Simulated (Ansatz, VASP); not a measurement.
One calculation of ZrZn, two programs

The input INCAR:

```
PREC     = Accurate       # precision mode
ENCUT    = 520            # plane-wave cutoff, eV
EDIFF    = 1E-6           # SCF threshold, eV
ISMEAR   = 0              # smearing method
SIGMA    = 0.1            # smearing width, eV
LREAL    = False          # projectors in reciprocal space
LASPH    = True           # aspherical terms in the spheres
NELM     = 100            # most SCF steps
ALGO     = Normal         # electronic algorithm
ISIF     = 2              # what is computed and relaxed
LWAVE    = False          # write WAVECAR
LCHARG   = False          # write CHGCAR
NBANDS   = 19             # bands
```

KPOINTS

```
regular mesh
0
Gamma
  6 6 6
```

File POSCAR:

```
ZrZn
1.0
    3.3360000000      0.0000000000      0.0000000000
    0.0000000000      3.3360000000      0.0000000000
    0.0000000000      0.0000000000      3.3360000000
Zr Zn
1 1
Direct
    0.5000000000      0.5000000000      0.5000000000
    0.0000000000      0.0000000000      0.0000000000
```

Input for Ansatz:

```yaml
crystal:
  lattice:
    - [3.336, 0.0, 0.0]
    - [0.0, 3.336, 0.0]
    - [0.0, 0.0, 3.336]
  atoms:
    - { symbol: Zr, position: [0.5, 0.5, 0.5] }
    - { symbol: Zn, position: [0.0, 0.0, 0.0] }
basis:
  ecutwfc: 420
kpoints:
  mp_grid: { grid: [6, 6, 6] }
hamiltonian:
  xc: lda
scf:
  occupations: { method: gaussian, width: 0.1 }
output:
  forces: true
  stress: true
  eigenvalues: true
```

Alike in both runs: task single point; functional LDA; k mesh 6 × 6 × 6; occupations gaussian, width 0.1 eV; no spin polarisation.

|  | VASP | Ansatz |
| --- | --- | --- |
| version | VASP 6.6.1 | Ansatz 0.2.0 |
| potentials or method | VASP PAW LDA potentials, release 64 (Zr_sv, Zn) | scalar-relativistic, plane waves, PAW |
| plane-wave cutoff (eV) | 520 | 420 |
| valence electrons in the cell | 24 | 24 |

VASP gave:

```
gap on the k mesh at the Fermi level (eV) : none
pressure (GPa)                            : -7.4
```

Estimate Ansatz's values.

gap on the k mesh at the Fermi level (eV): none; pressure (GPa): -7.7.

A gap of «none» marks a metal or a gap that the smearing closes.
